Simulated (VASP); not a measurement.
Given:

```xyz
4
Lattice="3.4666 0.0000 0.0000 0.0000 3.4666 0.0000 0.0000 0.0000 3.4666" Properties=species:S:1:pos:R:3 pbc="T T T"
Si     0.0000     0.0000     0.0000
Ni     0.0000     1.7333     1.7333
Ni     1.7333     0.0000     1.7333
Ni     1.7333     1.7333     0.0000
```

The numbers are results of PBE GGA with D3 dispersion (zero damping), VASP's PBE PAW potentials (set 64) (plane waves; VASP), not measurements. Run with 520 eV cut-off, 10×10×10 Γ-centred mesh, tetrahedra with Blöchl corrections, potentials Si Ni.

The cores are frozen, which limits the accuracy of field gradients.

Q: Give the principal components of the electric field gradient (V/Å²) and the asymmetry η at each nucleus.

A: 
| atom | Vxx | Vyy | Vzz | η |
|---|---|---|---|---|
| Si1 | 0.0 | 0.0 | 0.0 | - |
| Ni2 | 22.5 | 22.5 | -45.1 | 0.00 |
| Ni3 | 22.5 | 22.5 | -45.1 | 0.00 |
| Ni4 | 22.5 | 22.5 | -45.1 | 0.00 |

The compound is Ni3Si in the L1_2 structure. It was relaxed first. The run is not spin-polarised, so no magnetic state was tried.
